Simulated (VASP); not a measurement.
Data:

```
CELL_PARAMETERS angstrom
      2.01499    -3.49007     0.00000
      2.01499     3.49007     0.00000
      0.00000     0.00000     5.06185
ATOMIC_POSITIONS crystal
  Se 0.00000 0.24621 0.66667
  Se 0.75379 0.75379 0.00000
  Se 0.24621 0.00000 0.33333
```

Calculation: rev-vdW-DF2, VASP's PBE PAW potentials (set 64) (plane waves; VASP). Run with 520 eV cut-off, 6×6×5 Γ-centred mesh, Gaussian smearing of 0.050 eV, potentials Se.

**Question.** The ions and cell shape at fixed volume are relaxed. Which structure does the run end with?

**Answer.** 
```
CELL_PARAMETERS angstrom
      1.99246    -3.45103     0.00000
      1.99246     3.45103     0.00000
      0.00000     0.00000     5.17700
ATOMIC_POSITIONS crystal
  Se 0.00000 0.25604 0.66667
  Se 0.74396 0.74396 0.00000
  Se 0.25604 0.00000 0.33333
```
Space group P3_121 (152), at a tolerance of 0.03 Å.

**Question.** How much energy does the relaxation gain?

**Answer.** The energy (σ→0) changes by -11.8 meV/atom, in 7 ionic steps.

The compound is Se in the trig structure. This cell is one point of a volume scan, at 0.94 of the reference volume. Symmetry was kept, so distortions that lower it aren't found.
